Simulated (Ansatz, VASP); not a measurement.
# Two plane-wave programs on AlC6

```xyz
7
Lattice="4.5329 0.0000 0.0000 0.0000 4.5329 0.0000 0.0000 0.0000 4.5329" Properties=species:S:1:pos:R:3 pbc="T T T"
Al    0.0000    0.0000    0.0000
C     0.9142    2.2664    2.2664
C     2.2664    2.2664    3.6187
C     2.2664    2.2664    0.9142
C     2.2664    0.9142    2.2664
C     2.2664    3.6187    2.2664
C     3.6187    2.2664    2.2664
```

Change from the starting cell: species swapped into the CaB6 type (Pm-3m, No. 221).

Alike in both runs: task single point; functional PBE; k mesh 4 × 4 × 4; occupations gaussian, width 0.1 eV; no spin polarisation.

```csv
,VASP,Ansatz
version,VASP 6.6.1,Ansatz 0.2.0
potentials or method,"VASP PAW PBE potentials, release 64 (Al, C)","scalar-relativistic, plane waves, PAW"
plane-wave cutoff (eV),520,420
valence electrons in the cell,27,27
```

```tsv
	VASP	Ansatz	Ansatz less VASP
gap on the k mesh at the Fermi level (eV)	none	none	-
pressure (GPa)	-18.8	-18.9	-0.03
rms of the force components (eV/Å)	0.253	0.244	-0.0095
```

Atom by atom the forces differ by 0.009 eV/Å (rms over components). A gap of «none» marks a metal or a gap that the smearing closes.

Caveats: so large a pressure means that the cell lies far from this level's equilibrium, or that cutoff or potentials fall short (VASP).
